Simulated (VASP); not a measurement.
# AsP (R3m) in VASP: single point with LDA

Aim: the single point of AsP with LDA.

All numbers are computed with VASP 6.6.1; they aren't measurements. Logs are shortened: lines on timing, memory, paths and dates and some standing lists are left out, and cuts for length are marked.

## Step 1: The crystal as given

Symmetry: R3m, No. 160, trigonal system. The conventional cell has a = 3.685 Å, b = 3.685 Å, c = 9.979 Å, α = 90.00°, β = 90.00°, γ = 120.00°. P (site symmetry 3m) is surrounded by 3 As at 2.45 Å. As (site symmetry 3m) has 3 P at 2.45 Å as nearest neighbours.

The cell comes from a database or a generator and needn't be the stable form of this composition.

## Step 2: Single point, LDA

The input, INCAR:

```
PREC = Accurate
ENCUT = 520
EDIFF = 1E-6
ISMEAR = 0
SIGMA = 0.1
LREAL = False
LASPH = True
NELM = 100
ALGO = Normal
ISIF = 2
LWAVE = False
LCHARG = False
NBANDS = 12
```

The input, KPOINTS:

```
Automatic mesh
0
Gamma
  6 6 6
```

The input, POSCAR:

```
AsP
1.0
    1.8426322155      1.0638442056      3.3262746275
   -1.8426322155      1.0638442056      3.3262746275
    0.0000000000     -2.1276884113      3.3262746275
P As
1 1
Direct
    0.7725230000      0.7725230000      0.7725230000
    0.2274770000      0.2274770000      0.2274770000
```

Potentials or basis: VASP PAW LDA potentials, release 64 (P, As).

Command:

```sh
$ cat potpaw_LDA.64/P/POTCAR potpaw_LDA.64/As/POTCAR > POTCAR
$ mpirun -np 1 vasp_std > vasp.out
```

OUTCAR:

```text
PREC = Accurate
   ENCUT = 520
   EDIFF = 1E-6
   ISMEAR = 0
   LREAL = False
   LASPH = True
   NELM = 100
   ISIF = 2

 ion  position               nearest neighbor table
   1  0.773  0.773  0.773-   2 2.45   2 2.45   2 2.45
   2  0.227  0.227  0.227-   1 2.45   1 2.45   1 2.45

  LATTYP: Found a trigonal (rhomboedric) cell.
 ALAT       =     3.9485644066
 COS(alpha) =     0.5644591818

  Lattice vectors:

 A1 = (   1.8426322155,   1.0638442056,   3.3262746275)
 A2 = (  -1.8426322155,   1.0638442056,   3.3262746275)
 A3 = (   0.0000000000,  -2.1276884113,   3.3262746275)

Analysis of symmetry for initial positions (statically):
=====================================================================
 Subroutine PRICEL returns:
 Original cell was already a primitive cell.

 Routine SETGRP: Setting up the symmetry group for a
 trigonal (rhombohedral) supercell.

 Subroutine GETGRP returns: Found  6 space group operations
 (whereof  6 operations were pure point group operations)
 out of a pool of 12 trial point group operations.

The static configuration has the point symmetry C_3v.

Analysis of symmetry for dynamics (positions and initial velocities):
=====================================================================
 Subroutine PRICEL returns:
 Original cell was already a primitive cell.

 Routine SETGRP: Setting up the symmetry group for a
 trigonal (rhombohedral) supercell.

 Subroutine GETGRP returns: Found  6 space group operations
 (whereof  6 operations were pure point group operations)
 out of a pool of 12 trial point group operations.

The dynamic configuration has the point symmetry C_3v.

 Subroutine INISYM returns: Found  6 space group operations
 (whereof  6 operations are pure point group operations),
 and found     1 'primitive' translations

----------------------------------------------------------------------------------------

                                     Primitive cell

  volume of cell :      39.1225

  direct lattice vectors                    reciprocal lattice vectors
     1.842632215  1.063844206  3.326274628     0.271350949  0.156664543  0.100212211
    -1.842632215  1.063844206  3.326274628    -0.271350949  0.156664543  0.100212211
     0.000000000 -2.127688411  3.326274628     0.000000000 -0.313329087  0.100212211

  length of vectors
     3.948564407  3.948564407  3.948564407     0.328964441  0.328964441  0.328964441

  position of ions in fractional coordinates (direct lattice)
     0.772523000  0.772523000  0.772523000
     0.227477000  0.227477000  0.227477000

  ion indices of the primitive-cell ions
   primitive index   ion index
                 1           1
[... 88 lines left out ...]
   ISMEAR =     0;   SIGMA  =   0.10  broadening in eV -4-tet -1-fermi 0-gaus
   EFERMI_NEDOS =   21; number of points for ismear=-14 and -15
   IALGO  =     38    algorithm
   IMIX   =      4    mixing-type and parameters
     AMIX     =   0.40;   BMIX     =  1.00
     AMIX_MAG =   1.60;   BMIX_MAG =  1.00
  volume/ion in A,a.u.               =      19.56       132.01
  Fermi-wavevector in a.u.,A,eV,Ry     =   1.038962  1.963353 14.686688  1.079441
  Thomas-Fermi vector in A             =   2.173470
   LORBIT       =      0    0 simple, 1 ext, 2 COOP (PROOUT), +10 PAW based schemes
   GGA     = CA    functional components
   LHFCALC =     F    Hartree Fock is set to
   AEXX    =    0.0000 exact exchange contribution
   IVDW    =     0    specifies the selected vdW correction
   LEPSILON=     F    determine dielectric tensor
   LRPA    =     F    only Hartree local field effects (RPA)
 non-spin polarized calculation
 Gauss-broadening in eV      SIGMA  =   0.10
  energy-cutoff  :      520.00
  volume of cell :       39.12
 maximum number of plane-waves:      1072
 NGX is ok and might be reduce to    30
   NGX = 15   NGY = 15   NGZ = 15

 number of electron      10.0000000 magnetization

 number of electron       9.9999999 magnetization

 Free energy of the ion-electron system (eV)
  ---------------------------------------------------
  ext. energy  EPLUGINS =         0.00000000
  ---------------------------------------------------
  free energy    TOTEN  =       -11.34508150 eV

  energy without entropy =      -11.34346172  energy(sigma->0) =      -11.34427161

 E-fermi :   6.5109     XC(G=0): -10.3439

 val. band max:        6.1406830163   @ k =   0.5000   0.0000   0.0000
 cond. band min:       6.5117702998   @ k =   0.3333   0.1667   0.1667
 fundamental gap:      0.3710872835
 Fermi energy:         6.5108935603

 k-point     1 :       0.0000    0.0000    0.0000
  band No.  band energies     occupation
      1      -8.7904      2.00000
      2       1.4599      2.00000
      3       3.9084      2.00000
      4       4.1017      2.00000
      5       4.1017      2.00000
      6       8.0321      0.00000
      7       9.2544      0.00000
      8       9.2544      0.00000
      9      12.7036      0.00000
     10      12.7036      0.00000
     11      13.4850      0.00000
     12      14.4693      0.00000
[... 331 lines left out ...]
 k-point    24 :      -0.3333    0.5000    0.1667
  band No.  band energies     occupation
      1      -5.5307      2.00000
      2      -3.5461      2.00000
      3      -0.0387      2.00000
      4       0.9758      2.00000
      5       4.1331      2.00000
      6       8.5670      0.00000
      7       9.9959      0.00000
      8      12.8040      0.00000
      9      13.0809      0.00000
     10      14.9108      0.00000
     11      17.9715      0.00000
     12      19.0465      0.00000

 [... further k-points ...]

------------------------ aborting loop because EDIFF is reached ----------------------------------------

  FORCE on cell =-STRESS in cart. coord.  units (eV):
  Direction    XX          YY          ZZ          XY          YZ          ZX
  --------------------------------------------------------------------------------------
  -------------------------------------------------------------------------------------
  Total       -1.2449175     -1.2449175     -1.0603644     -0.0000000      0.0000000      0.0000000
  in kB      -50.9829687    -50.9829687    -43.4249848     -0.0000000      0.0000000      0.0000000
  external PRESSURE =     -48.4636408 kB  Pullay stress =       0.0000000 kB

 VOLUME and BASIS-vectors are now :
 -----------------------------------------------------------------------------
  energy-cutoff  :      520.00
  volume of cell :       39.12
      direct lattice vectors                 reciprocal lattice vectors
     1.842632215  1.063844206  3.326274628     0.271350949  0.156664543  0.100212211
    -1.842632215  1.063844206  3.326274628    -0.271350949  0.156664543  0.100212211
     0.000000000 -2.127688411  3.326274628     0.000000000 -0.313329087  0.100212211

 POSITION                                       TOTAL-FORCE (eV/Angst)
 -----------------------------------------------------------------------------------
      0.00000     -0.00000      7.70887         0.000000     -0.000000      0.208410
      0.00000     -0.00000      2.26995         0.000000      0.000000     -0.208410
 -----------------------------------------------------------------------------------
    total drift:                                0.000000     -0.000000     -0.000097

  FREE ENERGIE OF THE ION-ELECTRON SYSTEM (eV)
  ---------------------------------------------------
  free  energy   TOTEN  =       -11.3450814999 eV

  energy  without entropy=      -11.3434617177  energy(sigma->0) =      -11.34427161
```

It took 16 s on 1 thread of Intel Xeon Platinum 8488C (Sapphire Rapids), shared host; peak memory 0.15 GiB.

What came out:

```yaml
Free_energy: -11.3451 eV
Pressure: -4.8 GPa
Largest_force: 0.208 eV/Å
Band_gap_on_the_k_mesh: none (metal or under the smearing width)
```

Forces on the atoms (eV/Å):
```
P    0.000  0.000  0.208
As   0.000  0.000 -0.208
```
